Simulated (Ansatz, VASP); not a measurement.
# PdRu3: VASP beside Ansatz

One calculation is typed for both programs; each brings its own data sets and cutoff. How far apart do they land? The cell is invented: As first built, before any earlier steps moved the atoms (in the runner's words): it takes the TaRu structure with some of its atoms replaced by other elements, volume scaled by an estimate. It may not be a known or stable phase. The cell is taken from a series of VASP runs on this material, whose earlier steps may have relaxed, scaled or displaced it; both programs get it as it stands.

Calculated with Ansatz 0.2.0; plane waves, with VASP 6.6.1 beside it; relaxation of cell and atoms at PBE.

### 1. Starting point

The structure is cubic, space group Fm-3m (No. 225). The conventional cell has a = 6.135 Å, b = 6.135 Å, c = 6.135 Å, α = 90.00°, β = 90.00°, γ = 90.00°. Nearest to Pd lie 8 Ru at 2.66 Å. Nearest to Ru lie 8 Ru at 2.66 Å. Nearest to Ru lie 4 Pd at 2.66 Å and 4 Ru at 2.66 Å. As first built, before any earlier steps moved the atoms (in the runner's words): sites of the TaRu structure (space group 221) filled with other elements, volume scaled by an estimate. Farther neighbours are not listed.

### 2. Ansatz: relaxation of cell and atoms, PBE

Ansatz runs on its default PAW (the set named soft_2) files.

The relaxed volume is the usual yardstick between codes: its relative difference is about their pressure difference at one cell divided by the bulk modulus.

File input.yaml:

```yaml
crystal:
  lattice:
    - [0.0, 3.0676360937, 3.0676360937]
    - [3.0676360937, 0.0, 3.0676360937]
    - [3.0676360937, 3.0676360937, 0.0]
  atoms:
    - { symbol: Pd, position: [0.0, 0.0, 0.0] }
    - { symbol: Ru, position: [0.5, 0.5, 0.5] }
    - { symbol: Ru, position: [0.75, 0.75, 0.75] }
    - { symbol: Ru, position: [0.25, 0.25, 0.25] }
hamiltonian:
  xc: pbe
  pseudopotentials: { kind: paw }
kpoints:
  mp_grid: { grid: [6, 6, 6] }
scf:
  occupations: { method: fermi_dirac, width: 0.05 }
relax:
  f_tol: 0.01
  max_steps: 60
  cell: { stress_tol: 0.05 }
output:
  forces: true
  stress: true
```

The run is started by

```console
ansatz run input.yaml --threads 4 --pin off --max-ram 9216MiB --backend cpu --events-out ev --progress --plain --runs-dir out
```

Numbers of over 12 decimals in the logs are rounded to 6 here.

The program printed:

```text
Engine: ansatz 0.2.0, aarch64-unknown-linux-gnu
Pseudopotentials: kind: paw
Pseudopotential: Pd, paw, valence charge 18, recommended cutoff 420 eV (normal), Pd.paw.azcp
Pseudopotential: Ru, paw, valence charge 16, recommended cutoff 420 eV (normal), Ru.paw.azcp
Functional definition: PBE
  parameter kappa = 0.804
  parameter beta = 0.066725
  exchange = pbe_x(kappa = kappa, mu = beta*pi^2/3)
  correlation = pbe_c(beta = beta)
Crystal: 4 atoms, lattice volume = 57.735 Å³
Basis set: ecut = 420 eV, 1139 PW (Γ), exchange–correlation on 60×60×60 points (8 copies of the dense FFT grid, shifted against one another)
Bands: 40, of which v1, the nominal top of the filled ones, is band 33 counted from 1 (32 counted from 0)
Symmetry: 48 space group operations
Space group: Fm-3m (ITA 225), of the structure as read, at distance tolerance 3.9e-5 Å
k-points: 16 of 216
Non-local potential: Pd, projectors of the file, l = 0: 2, l = 1: 2, l = 2: 2, l = 3: 1
Non-local potential: Ru, projectors of the file, l = 0: 3, l = 1: 2, l = 2: 2, l = 3: 1
PAW form: soft (Blöchl's): semilocal exchange-correlation on the pseudo side does not see the compensation charge
PAW one-centre angular grid: Pd, 590 points (default); XC on 64 Gauss nodes
PAW one-centre angular grid: Ru, 590 points (default); XC on 64 Gauss nodes
Initial density: superposition of atomic densities (neutral atoms: chi_scale 0, normalization atom), corrected by the library's trained network
Initial wavefunctions: pseudopotential atomic-orbital guess
Functional: x = pbe(κ = 0.804, μ = 0.219515), c = pbe(β = 0.066725)
SCF iter   1: F=—  HF=-24606.633129 eV  |F-HF|=—  |Δ(HF+E_count)|=         —  Δρ=6.96e-3  dr2=2.28e-2  ethr=1.77e-3  ⟨swp⟩=5.9  Hψ=2155  notcnv=0
preconditioner: auto → Kerker (q_TF=auto, 2.790 Å⁻¹)  [metal: Δε(μ)=0.033 eV  Ē_g=5.258 eV  σ=0.050 eV  W_gap=0.16  n_scr=14 (ndim 8)  ℏωp=28.5 eV  f_vac=0.000  D(μ)=12.27/eV (n_scr^D=258)]
SCF iter   2: F=—  HF=-24606.634169 eV  |F-HF|=—  |Δ(HF+E_count)|=   1.04e-3  Δρ=3.46e-3  dr2=5.86e-3  ethr=3.45e-5  ⟨swp⟩=2.1  Hψ=1034  notcnv=0
SCF iter   3: F=—  HF=-24606.634236 eV  |F-HF|=—  |Δ(HF+E_count)|=   6.68e-5  Δρ=5.07e-4  dr2=2.61e-4  ethr=8.88e-6  ⟨swp⟩=1.1  Hψ=642  notcnv=0
SCF iter   4: F=—  HF=-24606.634194 eV  |F-HF|=—  |Δ(HF+E_count)|=   4.12e-5  Δρ=1.27e-4  dr2=1.10e-5  ethr=3.95e-7  ⟨swp⟩=2.6  Hψ=1062  notcnv=0
SCF iter   5: F=—  HF=-24606.634186 eV  |F-HF|=—  |Δ(HF+E_count)|=   8.20e-6  Δρ=4.34e-5  dr2=1.17e-6  ethr=1.67e-8  ⟨swp⟩=2.0  Hψ=1144  notcnv=0
SCF iter   6: F=-24606.634186 eV  HF=-24606.634186 eV  |F-HF|=8.85e-9  |Δ(HF+E_count)|=   1.12e-7  Δρ=1.01e-5  dr2=3.98e-8  ethr=1.52e-10  ⟨swp⟩=3.0  Hψ=2845  notcnv=0
SCF 1 converged in 6 iterations: F = -24606.634186 eV  dr2 = 3.98e-8
  greatest PAW one-centre occupation: 0.999 electrons in one spin orbital (limit 2), on the Pd atom at site 0 (counted from 0), in its partial waves of l = 0
relax step   1: F+E_penalty+E_count = -24606.63418603 eV  Δ(F+E_penalty+E_count) = +0.000e0 eV  max|allowed force component| = 7.517e-18 eV/Å  Δτ_max = 0.0000 Å  P = +1.380 GPa  Ω = 57.735 Å³  (6 SCF iters, dr2 threshold 1.00e-7 eV, accepted)
[...]
relax step   2: F+E_penalty+E_count = -24606.63349214 eV  Δ(F+E_penalty+E_count) = +6.939e-4 eV  max|allowed force component| = 1.677e-17 eV/Å  Δτ_max = 0.0000 Å  P = -1.535 GPa  Ω = 58.413 Å³  energy of the carried Pulay correction = -2.928e-4 eV  (6 SCF iters, dr2 threshold 4.00e-7 eV, rejected (line search))
[...]
relax step   3: F+E_penalty+E_count = -24606.63539518 eV  Δ(F+E_penalty+E_count) = -1.209e-3 eV  max|allowed force component| = 5.089e-17 eV/Å  Δτ_max = 0.0000 Å  P = -0.017 GPa  Ω = 58.054 Å³  energy of the carried Pulay correction = -1.382e-4 eV  (7 SCF iters, accepted)
[...]
relax step   4: F+E_penalty+E_count = -24606.63551593 eV  Δ(F+E_penalty+E_count) = -1.208e-4 eV  max|allowed force component| = 4.684e-17 eV/Å  Δτ_max = 0.0000 Å  P = -0.020 GPa  Ω = 58.054 Å³  stress off target by 2.02e-2 GPa  SCF on the basis re-selected at this cell (its energy is not comparable with the rows above)  (8 SCF iters)
basis re-selected at this cell: Δ(F+E_penalty+E_count) = -1.208e-4 eV, ΔP = -0.003 GPa vs the last step (what re-selecting the basis moved, of the pressure what is left beyond the Pulay correction that the steps carried, after the strain that the cell walked since its last selection, with what the two solves' SCF thresholds leave and, on support functions, any second-order correction that the steps lacked; it is no m [...]
SCF converged after 8 iterations
Free energy (F): -24606.635516 eV
Harris-Foulkes:  -24606.635516 eV  (|F-HF|=7.28e-12)
Internal energy: -24606.539328 eV  (E = F + TS)
E sigma→0 (E₀):  -24606.587422 eV
Entropy (-TS):   -0.096188 eV (-24.047 meV/atom)
Fermi energy:    21.497304 eV
--- Per-component energies (eV) ---
  E_band       = -361.989627
  E_kinetic    = 2052.902764
  E_local      = -5737.378468  (includes V_loc(G=0)·N_el)
  E_nonlocal   = 1249.073600
  E_hartree    = 1997.541895
  E_xc         = -738.065451
  E_vxc        = -926.243842  (∫ρ·V_xc dr)
  E_paw        = -14133.150445  (= ΣΔE_a)
  E_vpaw       = -995.427129  (= ΣTr[D̂ρ^β])
  E_aug_tail   = -0.000342  (compensation charges beyond the density's cutoff)
  E_ewald      = -9297.462881
  E_smearing   = -0.096188  (= −TS)
  E_closure    = -0.000000  (closes the sum)
  Σ components = -24606.635516   (vs F -24606.635516, Δ=0.00e0)
--- Forces (eV/Å), atoms counted from 1 ---
  atom   1  Pd     0.00000000    -0.00000000     0.00000000
  atom   2  Ru     0.00000000    -0.00000000    -0.00000000
  atom   3  Ru    -0.00000000    -0.00000000    -0.00000000
  atom   4  Ru     0.00000000     0.00000000     0.00000000
  max |Σ_I F_I| component: 1.16e-17 eV/Å
--- Stress (GPa, compression-positive) ---
       -0.020191       0.000000      -0.000000
        0.000000      -0.020191       0.000000
       -0.000000       0.000000      -0.020191
  P = ⅓ Tr σ = -0.0202 GPa (-0.202 kbar)
--- Relaxed structure (3 steps of the walk, 2 accepted, 1 SCFs on fresh bases) ---
  F+E_penalty+E_count = -24606.63551593 eV   max|allowed force component| = 4.684e-17 eV/Å   (the final SCF, on the basis selected at the relaxed cell)
  cell:  # Å, volume = 58.0540 Å³
    - [0, 3.073270, 3.073270]
    - [3.073270, 0, 3.073270]
    - [3.073270, 3.073270, 0]
  atoms:
    - { symbol: Pd, position: [0, 0, 0] }
    - { symbol: Ru, position: [0.5, 0.5, 0.5] }
    - { symbol: Ru, position: [0.750000, 0.750000, 0.750000] }
    - { symbol: Ru, position: [0.25, 0.25, 0.25] }
```

The job ended after 2.2 s (4 threads of Arm Neoverse V1, shared host; peak memory 0.36 GiB).

### 3. VASP: relaxation of cell and atoms, PBE

The same cell, functional, mesh and smearing now go to VASP, with its own data sets and cutoff.

Lines of VASP's logs that name or quote its potential files are left out, and so is its time.

File INCAR:

```
SYSTEM = PdRu3
PREC = Accurate
ENCUT = 400
EDIFF = 1E-06
NELM = 100
ISMEAR = -1
SIGMA = 0.05
LREAL = .FALSE.
ALGO = Normal
GGA = PE
NBANDS = 32
LORBIT = 11
LWAVE = .FALSE.
LCHARG = .FALSE.
KPAR = 2
IBRION = 2
NSW = 60
ISIF = 3
EDIFFG = -0.01
```

File POSCAR:

```
PdRu3
1.0
    0.0000000000      3.0676360937      3.0676360937
    3.0676360937      0.0000000000      3.0676360937
    3.0676360937      3.0676360937      0.0000000000
Pd Ru
1 3
Direct
    0.0000000000      0.0000000000      0.0000000000
    0.5000000000      0.5000000000      0.5000000000
    0.7500000000      0.7500000000      0.7500000000
    0.2500000000      0.2500000000      0.2500000000
```

File KPOINTS:

```
Automatic mesh
0
Gamma
6 6 6
0 0 0
```

Potentials, in the order of the species: Pd and Ru_pv (PBE family, release 64).

The run is started by

```console
mpirun -np 2 vasp_std
```

The program printed:

```text
[banner, memory and clock lines left out]
running    2 mpi-ranks, on    1 nodes
 distrk:  each k-point on    1 cores,    2 groups
 distr:  one band on    1 cores,    1 groups

 POSCAR found type information on POSCAR PdRu
 POSCAR found :  2 types and       4 ions
 LDA part: xc-table for (Slater+PW92), standard interpolation
 POSCAR, INCAR and KPOINTS ok, starting setup
 FFT: planning ... GRIDC
 FFT: planning ... GRID_SOFT
 FFT: planning ... GRID
 WAVECAR not read
 entering main loop
       N       E                     dE             d eps       ncg     rms          rms(c)
DAV:   1     0.478871440464E+03    0.47887E+03   -0.26761E+04  1080   0.143E+03
DAV:   2    -0.204441702886E+02   -0.49932E+03   -0.48588E+03  1168   0.457E+02
DAV:   3    -0.326494778797E+02   -0.12205E+02   -0.12030E+02  1128   0.783E+01
DAV:   4    -0.327995811851E+02   -0.15010E+00   -0.14900E+00  1360   0.788E+00
DAV:   5    -0.328020229341E+02   -0.24417E-02   -0.24408E-02  1176   0.947E-01    0.216E+01
DAV:   6    -0.313055005615E+02    0.14965E+01   -0.10035E+01  1112   0.234E+01    0.102E+01
DAV:   7    -0.323064220321E+02   -0.10009E+01   -0.12814E+01  1152   0.278E+01    0.142E+01
DAV:   8    -0.308420756592E+02    0.14643E+01   -0.64581E+00  1112   0.138E+01    0.481E+00
DAV:   9    -0.306486290153E+02    0.19345E+00   -0.47196E-01  1128   0.711E+00    0.191E+00
DAV:  10    -0.306405142028E+02    0.81148E-02   -0.65759E-02  1152   0.194E+00    0.646E-01
DAV:  11    -0.306383806112E+02    0.21336E-02   -0.10012E-02  1128   0.977E-01    0.166E-01
DAV:  12    -0.306382430442E+02    0.13757E-03   -0.69998E-04  1248   0.228E-01    0.447E-02
DAV:  13    -0.306382223997E+02    0.20645E-04   -0.62255E-05  1200   0.833E-02    0.137E-02
DAV:  14    -0.306382235833E+02   -0.11837E-05   -0.48637E-06  1008   0.201E-02    0.234E-03
DAV:  15    -0.306382231096E+02    0.47373E-06   -0.35984E-07   680   0.565E-03
   1 F= -.30638223E+02 E0= -.30590367E+02  d E =-.306382E+02
 curvature:   0.00 expect dE= 0.000E+00 dE for cont linesearch  0.000E+00
 trial: gam= 0.00000 g(F)=  0.250E-46 g(S)=  0.904E-03 ort = 0.000E+00 (trialstep = 0.100E+01)
 search vector abs. value=  0.904E-03
 bond charge predicted
       N       E                     dE             d eps       ncg     rms          rms(c)
DAV:   1    -0.306651194323E+02   -0.26896E-01   -0.58709E-01  1040   0.674E+00    0.123E+00
DAV:   2    -0.306412511347E+02    0.23868E-01   -0.11861E-01  1056   0.266E+00    0.633E-01
DAV:   3    -0.306494363392E+02   -0.81852E-02   -0.10100E-01  1088   0.257E+00    0.123E+00
DAV:   4    -0.306387936812E+02    0.10643E-01   -0.55665E-02  1096   0.176E+00    0.355E-01
DAV:   5    -0.306374864770E+02    0.13072E-02   -0.38544E-03  1096   0.691E-01    0.936E-02
DAV:   6    -0.306375707952E+02   -0.84318E-04   -0.29342E-04  1088   0.132E-01    0.218E-02
DAV:   7    -0.306375695856E+02    0.12096E-05   -0.19546E-05  1280   0.320E-02    0.768E-03
DAV:   8    -0.306375709922E+02   -0.14066E-05   -0.74389E-07   616   0.648E-03    0.295E-03
DAV:   9    -0.306375712149E+02   -0.22263E-06   -0.21264E-07   536   0.376E-03
   2 F= -.30637571E+02 E0= -.30589435E+02  d E =0.651895E-03
 trial-energy change:    0.000652  1 .order    0.000631   -0.000904    0.002165
 step:   0.2860(harm=  0.2945)  dis= 0.00000  next Energy=   -30.638352 (dE=-0.129E-03)
 bond charge predicted
       N       E                     dE             d eps       ncg     rms          rms(c)
DAV:   1    -0.306523197390E+02   -0.14749E-01   -0.29857E-01  1040   0.480E+00    0.895E-01
DAV:   2    -0.306400919952E+02    0.12228E-01   -0.59452E-02  1056   0.188E+00    0.439E-01
DAV:   3    -0.306442053007E+02   -0.41133E-02   -0.46621E-02  1080   0.180E+00    0.870E-01
DAV:   4    -0.306389873559E+02    0.52179E-02   -0.27638E-02  1104   0.132E+00    0.262E-01
DAV:   5    -0.306382633598E+02    0.72400E-03   -0.20116E-03  1088   0.499E-01    0.660E-02
DAV:   6    -0.306383470817E+02   -0.83722E-04   -0.14764E-04  1088   0.844E-02    0.175E-02
DAV:   7    -0.306383510861E+02   -0.40044E-05   -0.11888E-05  1072   0.279E-02    0.525E-03
DAV:   8    -0.306383499287E+02    0.11574E-05   -0.73810E-07   568   0.677E-03    0.194E-03
DAV:   9    -0.306383496763E+02    0.25237E-06   -0.15027E-07   512   0.298E-03
   3 F= -.30638350E+02 E0= -.30590413E+02  d E =-.126567E-03
 curvature:  -0.15 expect dE=-0.548E-08 dE for cont linesearch -0.548E-08
 trial: gam=-0.00638 g(F)=  0.100E-47 g(S)=  0.372E-07 ort = 0.580E-05 (trialstep = 0.857E+00)
 search vector abs. value=  0.102E-09
 reached required accuracy - stopping structural energy minimisation
```

(Continued in part 2 of 2.)

[Lines on the potential files, build, host, timing and source positions are cut from VASP's logs without a mark.]

[Logs are printed without paths, hosts, clocks, repeated set-up lines and the standing remarks that a program may print on its own settings, such as how far it seeks lower states.]

[Hosts, paths, dates, database ids (printed as entryN), source tags and the programs' standing remarks are cut or masked in the printed files.]
